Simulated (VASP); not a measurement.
Given:

```
CELL_PARAMETERS angstrom
      0.00000     2.53885     2.53885
      2.53885     0.00000     2.53885
      2.53885     2.53885     0.00000
ATOMIC_POSITIONS crystal
  Sr 0.00000 0.00000 0.00000
  O  0.50000 0.50000 0.50000
```

The numbers are results of LDA (Ceperley-Alder, Perdew-Zunger), VASP's LDA PAW potentials (set 64) (plane waves; VASP 6.6.1), not measurements. Settings: 520 eV cut-off, Gaussian smearing of 0.050 eV, potentials Sr_sv O.

### Question
Give the energies of bands 6 to 11 at the high-symmetry points, in eV from the valence-band maximum.

### Answer

```json
[
 {"band": "6", "Γ": "0.00", "X": "-0.35", "U": "-1.00", "L": "-2.32", "W": "-1.21"},
 {"band": "7", "Γ": "0.00", "X": "-0.06", "U": "-0.60", "L": "-1.24", "W": "-0.40"},
 {"band": "8", "Γ": "0.00", "X": "-0.06", "U": "-0.42", "L": "-1.24", "W": "-0.40"},
 {"band": "9", "Γ": "4.07", "X": "3.07", "U": "4.69", "L": "6.61", "W": "5.99"},
 {"band": "10", "Γ": "6.18", "X": "8.05", "U": "7.99", "L": "8.57", "W": "5.99"},
 {"band": "11", "Γ": "6.18", "X": "10.44", "U": "9.03", "L": "9.02", "W": "8.90"}
]
```

The gap is indirect, 3.07 eV, from the valence maximum at Γ to the conduction minimum at X.

The compound is SrO in the rock salt structure. It was relaxed first.
